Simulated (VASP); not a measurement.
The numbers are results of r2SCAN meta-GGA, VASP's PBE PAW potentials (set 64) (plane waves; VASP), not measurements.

Input for VASP

### KPOINTS
```
Automatic mesh
0
Gamma
14 14 8
0 0 0
```

INCAR:
```
LCHARG=.FALSE.
NELM=100   # most electronic steps
ISMEAR=-5   # tetrahedra, Bloechl
LWAVE=.FALSE.
PREC=Accurate
LMIXTAU=.TRUE.
LORBIT=11   # lm-projected
LASPH=.TRUE.
ENCUT=520   # plane-wave cut-off (eV)
EDIFF=1E-7   # SCF stop (eV)
LMAXMIX=4   # l cut-off of mixed one-centre charges
METAGGA=R2SCAN
ISIF=2
NEDOS=601   # DOS grid
LREAL=.FALSE.
SYSTEM=Sc
ALGO=Normal
```

File POSCAR:
```
Sc
1.0
  1.6666062838  -2.8866466714   0.0000000000
  1.6666062838   2.8866466714   0.0000000000
  0.0000000000   0.0000000000   5.1879072971
Sc
2
Cartesian
  1.6666062838   0.9622174816   1.2969768243
  1.6666062838  -0.9622174816   3.8909304728
```

KPOINTS_OPT:
```
k-points along high-symmetry lines
6
Line-mode
Reciprocal
  0.000000   0.000000   0.000000 ! GAMMA
  0.000000   0.500000   0.000000 ! M

  0.000000   0.500000   0.000000 ! M
 -0.333333   0.666667   0.000000 ! K

 -0.333333   0.666667   0.000000 ! K
  0.000000   0.000000   0.000000 ! GAMMA

  0.000000   0.000000   0.000000 ! GAMMA
  0.000000   0.000000   0.500000 ! A

  0.000000   0.000000   0.500000 ! A
  0.000000   0.500000   0.500000 ! L

  0.000000   0.500000   0.500000 ! L
 -0.333333   0.666667   0.500000 ! H

 -0.333333   0.666667   0.500000 ! H
  0.000000   0.000000   0.500000 ! A

  0.000000   0.500000   0.500000 ! L
  0.000000   0.500000   0.000000 ! M

 -0.333333   0.666667   0.500000 ! H
 -0.333333   0.666667   0.000000 ! K
```

POTCAR, in this order: Sc_sv (PBE.64 set). Program: vasp_std.

**Question.** What will the output report for the number of irreducible k-points (NKPTS), largest plane-wave count, number of space-group operations, FFT grid (NGX, NGY, NGZ)?

**Answer.** 
| Item | Value |
|---|---|
| number of irreducible k-points (NKPTS) | 120 |
| largest plane-wave count | 1363 |
| number of space-group operations | 24 |
| FFT grid (NGX, NGY, NGZ) | 28 × 28 × 40 |

The compound is Sc in the hcp structure. It was relaxed first.
